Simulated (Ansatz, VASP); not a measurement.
Zr3SbH in VASP and in Ansatz

```
CELL_PARAMETERS angstrom
4.46834 0.00000 0.00000
0.00000 4.46834 0.00000
0.00000 0.00000 4.46834
ATOMIC_POSITIONS crystal
Zr 0.00000 0.50000 0.50000
Zr 0.50000 0.00000 0.50000
Zr 0.50000 0.50000 0.00000
Sb 0.00000 0.00000 0.00000
H 0.50000 0.50000 0.50000
```

Change from the starting cell: species swapped into the Mn3AgN type (Pm-3m, No. 221).

Alike in both runs: functional PBE; k mesh 8 × 8 × 8; occupations gaussian, width 0.1 eV; no spin polarisation.

Ansatz relaxed the structure, and its values are those at the end. VASP's run is a single point on that final structure, the one shown.

|  | VASP | Ansatz |
| --- | --- | --- |
| version | VASP 6.6.1 | Ansatz 0.2.0 |
| potentials or method | VASP PAW PBE potentials, release 64 (Zr_sv, Sb, H) | scalar-relativistic, plane waves, PAW |
| plane-wave cutoff (eV) | 520 | 420 |
| valence electrons in the cell | 42 | 52 |

VASP gave:

- gap on the k mesh at the Fermi level (eV): none
- pressure (GPa): 0.1

Task: Which values does Ansatz return?

Result: gap on the k mesh at the Fermi level (eV): none; pressure (GPa): 0.0.

A gap of «none» marks a metal or a gap that the smearing closes. With one functional, cell and mesh, what is left measures potentials, basis and numerics. The two sets of potentials don't hold the same shells in valence.

The runs have no spin-orbit coupling, so splittings on Sb are missing.
